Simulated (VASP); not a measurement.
All values below come from PBE GGA, VASP's PBE PAW potentials (set 64) (plane waves; VASP).

VASP input:

KPOINTS:
```
Automatic mesh
0
Gamma
9 9 9
0 0 0
```

File POSCAR:
```
TePb
1.0
  0.0000000000   3.2301590000   3.2301590000
  3.2301590000   0.0000000000   3.2301590000
  3.2301590000   3.2301590000   0.0000000000
Te Pb
1 1
Direct
  0.0000000000   0.0000000000   0.0000000000
  0.5000000000   0.5000000000   0.5000000000
```

INCAR:
```
# general
SYSTEM  = TePb
PREC    = Accurate
ENCUT   = 300   # plane-wave cut-off (eV)
LREAL   = .False.
LASPH   = .True.   # aspherical one-centre terms

# electronic loop
EDIFF   = 1E-6
NELM    = 100   # most electronic steps
ALGO    = Normal
LMAXMIX = 4   # l cut-off of mixed one-centre charges

# smearing
ISMEAR  = 0   # Gaussian
SIGMA   = 0.01

# functional
GGA     = PE   # PBE

# ions
ISIF    = 2   # forces and stress, cell fixed

# output
LWAVE   = .False.
LCHARG  = .False.
```

POTCAR, in this order: Te Pb_d (PBE.64 set). Program: vasp_std.

The run wrote:

**OSZICAR**
```
       N       E                     dE             d eps       ncg     rms          rms(c)
DAV:   1     0.127756029281E+03    0.12776E+03   -0.69455E+03   988   0.910E+02
DAV:   2     0.103291834971E+01   -0.12672E+03   -0.12486E+03  1052   0.291E+02
DAV:   3    -0.745506033319E+01   -0.84880E+01   -0.84308E+01  1286   0.793E+01
DAV:   4    -0.761447017205E+01   -0.15941E+00   -0.15937E+00  1136   0.141E+01
DAV:   5    -0.762051357228E+01   -0.60434E-02   -0.60434E-02  1256   0.231E+00    0.338E+00
DAV:   6    -0.750127136615E+01    0.11924E+00   -0.27990E-01  1302   0.398E+00    0.207E+00
DAV:   7    -0.749757283918E+01    0.36985E-02   -0.88086E-02  1242   0.160E+00    0.910E-01
DAV:   8    -0.749929824959E+01   -0.17254E-02   -0.10050E-02  1070   0.117E+00    0.142E-01
DAV:   9    -0.749923452054E+01    0.63729E-04   -0.10736E-03  1422   0.395E-01    0.594E-02
DAV:  10    -0.749928111494E+01   -0.46594E-04   -0.12422E-04  1034   0.849E-02    0.206E-02
DAV:  11    -0.749928841481E+01   -0.72999E-05   -0.35431E-05  1132   0.540E-02    0.133E-02
DAV:  12    -0.749928836709E+01    0.47718E-07   -0.23878E-06  1232   0.132E-02
   1 F= -.74992884E+01 E0= -.74992884E+01  d E =-.554200E-37
```

File OUTCAR:
```
------------------------ aborting loop because EDIFF is reached ----------------------------------------
  FORCE on cell =-STRESS in cart. coord.  units (eV):
  Direction    XX          YY          ZZ          XY          YZ          ZX
  --------------------------------------------------------------------------------------
  Total        0.7651564      0.7651564      0.7651564      0.0000000      0.0000000      0.0000000
  in kB       18.1869170     18.1869170     18.1869170      0.0000000      0.0000000      0.0000000
  external PRESSURE =      18.1869170 kB  Pullay stress =       0.0000000 kB
  volume of cell :       67.41
      direct lattice vectors                 reciprocal lattice vectors
     0.000000000  3.230159000  3.230159000    -0.154791142  0.154791142  0.154791142
     3.230159000  0.000000000  3.230159000     0.154791142 -0.154791142  0.154791142
     3.230159000  3.230159000  0.000000000     0.154791142  0.154791142 -0.154791142
  FREE ENERGIE OF THE ION-ELECTRON SYSTEM (eV)
  ---------------------------------------------------
  free  energy   TOTEN  =        -7.4992883671 eV

  energy  without entropy=       -7.4992883671  energy(sigma->0) =       -7.49928837
```
(Selected blocks of OUTCAR.)

At this cut-off the stress carries a Pulay error, which pulls relaxed volumes low.

The structure comes from a computed database's TePb entry; how it stands against other phases isn't given here. The cell was not relaxed at this level, and its volume differs by -5.9 % from the start's.
